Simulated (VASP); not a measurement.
Output of a VASP run:

OSZICAR:
```
       N       E                     dE             d eps       ncg     rms          rms(c)
DAV:   1     0.904501088760E+01    0.90450E+01   -0.40922E+03   568   0.878E+02
DAV:   2    -0.125045473324E+02   -0.21550E+02   -0.20655E+02   912   0.103E+02
DAV:   3    -0.127545938874E+02   -0.25005E+00   -0.25005E+00   632   0.137E+01
DAV:   4    -0.127548963634E+02   -0.30248E-03   -0.30248E-03   824   0.512E-01
DAV:   5    -0.127548964887E+02   -0.12530E-06   -0.12530E-06   640   0.702E-03    0.465E+00
DAV:   6    -0.122664588863E+02    0.48844E+00   -0.14841E+00   576   0.610E+00    0.235E+00
DAV:   7    -0.122042092589E+02    0.62250E-01   -0.17886E-01   776   0.252E+00    0.883E-01
DAV:   8    -0.121952525773E+02    0.89567E-02   -0.19813E-02   608   0.927E-01    0.102E-01
DAV:   9    -0.121953792356E+02   -0.12666E-03   -0.48923E-04   688   0.182E-01    0.538E-02
DAV:  10    -0.121954459844E+02   -0.66749E-04   -0.13505E-04   584   0.790E-02    0.133E-02
DAV:  11    -0.121954485110E+02   -0.25265E-05   -0.41500E-06   872   0.173E-02    0.113E-02
DAV:  12    -0.121954482236E+02    0.28734E-06   -0.11483E-06   304   0.680E-03
   1 F= -.12195448E+02 E0= -.12195448E+02  d E =-.121954E+02
       N       E                     dE             d eps       ncg     rms          rms(c)
DAV:   1    -0.122183206686E+02   -0.22872E-01   -0.59262E-01   640   0.593E+00    0.755E-01
DAV:   2    -0.122041763008E+02    0.14144E-01   -0.22522E-02   592   0.927E-01    0.363E-01
DAV:   3    -0.121997106114E+02    0.44657E-02   -0.10030E-02   632   0.557E-01    0.130E-01
DAV:   4    -0.121994414019E+02    0.26921E-03   -0.51442E-04   680   0.150E-01    0.725E-02
DAV:   5    -0.121994227806E+02    0.18621E-04   -0.40534E-05   728   0.427E-02    0.363E-02
DAV:   6    -0.121994223848E+02    0.39576E-06   -0.22089E-06   568   0.105E-02
   2 F= -.12199422E+02 E0= -.12199422E+02  d E =-.397416E-02
       N       E                     dE             d eps       ncg     rms          rms(c)
DAV:   1    -0.122066161308E+02   -0.71934E-02   -0.97808E-02   632   0.237E+00    0.303E-01
DAV:   2    -0.122042254845E+02    0.23906E-02   -0.39489E-03   584   0.388E-01    0.148E-01
DAV:   3    -0.122034771312E+02    0.74835E-03   -0.16577E-03   632   0.227E-01    0.482E-02
DAV:   4    -0.122034262014E+02    0.50930E-04   -0.92358E-05   688   0.631E-02    0.272E-02
DAV:   5    -0.122034223406E+02    0.38608E-05   -0.64184E-06   696   0.169E-02    0.143E-02
DAV:   6    -0.122034221776E+02    0.16302E-06   -0.37721E-07   304   0.436E-03
   3 F= -.12203422E+02 E0= -.12203422E+02  d E =-.797395E-02
```

File OUTCAR:
```
------------------------ aborting loop because EDIFF is reached ----------------------------------------
  FORCE on cell =-STRESS in cart. coord.  units (eV):
  Direction    XX          YY          ZZ          XY          YZ          ZX
  --------------------------------------------------------------------------------------
  Total       -0.0000654     -0.0000654     -0.0000654      0.0000000      0.0000000     -0.0000000
  in kB       -0.0038410     -0.0038410     -0.0038410      0.0000000      0.0000000     -0.0000000
  external PRESSURE =      -0.0038410 kB  Pullay stress =       0.0000000 kB
  volume of cell :       27.26
      direct lattice vectors                 reciprocal lattice vectors
     0.000000000  2.388820469  2.388820469    -0.209308320  0.209308320  0.209308320
     2.388820469 -0.000000000  2.388820469     0.209308320 -0.209308320  0.209308320
     2.388820469  2.388820469 -0.000000000     0.209308320  0.209308320 -0.209308320
  FREE ENERGIE OF THE ION-ELECTRON SYSTEM (eV)
  ---------------------------------------------------
  free  energy   TOTEN  =       -12.2034221776 eV

  energy  without entropy=      -12.2034221776  energy(sigma->0) =      -12.20342218

 reached required accuracy - stopping structural energy minimisation
```
(Selected blocks of OUTCAR.)

POSCAR:
```
BAs
1
    0.0000000000     2.4096250000     2.4096250000
    2.4096250000     0.0000000000     2.4096250000
    2.4096250000     2.4096250000     0.0000000000
B As
1 1
Direct
  0.2500000000   0.2500000000   0.2500000000
  0.0000000000   0.0000000000   0.0000000000
```

**Question.** Reconstruct the remaining input files.

**Answer.** Several could match; the one computed here: the input of the run itself, PBEsol GGA, plane waves, VASP's PBE PAW potentials (set 64).

**KPOINTS**
```
Regular mesh
0
G
 9 9 9
```

INCAR:
```
# general
SYSTEM   =  BAs
PREC     =  Accurate
ENCUT    =  520
LREAL    =  .False.
LASPH    =  .True.

# electronic loop
EDIFF    =  1E-6
NELM     =  100
ALGO     =  Normal
LMAXMIX  =  4

# smearing
ISMEAR   =  0
SIGMA    =  0.05

# functional
GGA      =  PS

# ions
IBRION   =  2
NSW      =  60
ISIF     =  3
EDIFFG   =  -0.01

# output
LWAVE    =  .False.
LCHARG   =  .False.
```

POTCAR, in this order: B As (PBE.64 set). Program: vasp_std.

Energy and stress use the plane-wave basis of the starting cell.

The structure comes from a computed database's BAs entry (F-43m); how it stands against other phases isn't given here. This run relaxes it. Symmetry was kept, so distortions that lower it aren't found.
